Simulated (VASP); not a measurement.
Here is the system:

```yaml
crystal:
  lattice:
    - [0.00000, 3.09170, 3.09170]
    - [3.09170, 0.00000, 3.09170]
    - [3.09170, 3.09170, 0.00000]
  atoms:
    - { symbol: Cd, position: [0.00000, 0.00000, 0.00000] }
    - { symbol: Se, position: [0.25000, 0.25000, 0.25000] }
```

Method: optB88-vdW, VASP's PBE PAW potentials (set 64) (plane waves; VASP 6.6.1). Numerical set-up: 520 eV cut-off, Gaussian smearing of 0.050 eV, potentials Cd Se.

Question: Estimate the band gap (along the path) with the smallest direct gap where there is one.

Answer: 
The band gap (along the path) is 0.36 eV. The smallest direct gap (along the path) is 0.36 eV.

Total energies compare only between runs with the same potentials, cut-off and functional.

The compound is CdSe in the zinc blende structure, whereas wurtzite is the usual form. It was relaxed first, which changed the volume by +7 %.
